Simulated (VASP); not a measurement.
Input:

```
TiN
1.0
    0.00000     2.11792     2.11792
    2.11792     0.00000     2.11792
    2.11792     2.11792     0.00000
Ti N
1 1
Direct
  0.00000   0.00000   0.00000
  0.50000   0.50000   0.50000
```

Calculation: SCAN meta-GGA, VASP's PBE PAW potentials (set 64) (plane waves; VASP). Run with 520 eV cut-off, 17×17×17 Γ-centred mesh, tetrahedra with Blöchl corrections, potentials Ti_sv N.

Task: Give the energies of bands 6 to 11 at the high-symmetry points, in eV from the Fermi level.

Result: 
```
band      Γ      X      U      L      W
----  -----  -----  -----  -----  -----
6     -2.39  -6.31  -6.23  -8.55  -5.91
7     -2.39  -3.63  -6.18  -5.92  -5.91
8     -2.39  -3.63  -4.88  -5.92  -5.80
9     -0.63  -3.15  -0.50   1.75   0.94
10    -0.63   1.69   2.05   1.75   0.94
11    -0.63   2.46   2.39   2.45   2.47
```

It has no gap at this level: it comes out as a metal or semimetal.

The compound is TiN in the rock salt structure. It was relaxed first. The electron count is odd and the run is not spin-polarised, which forces a metal.
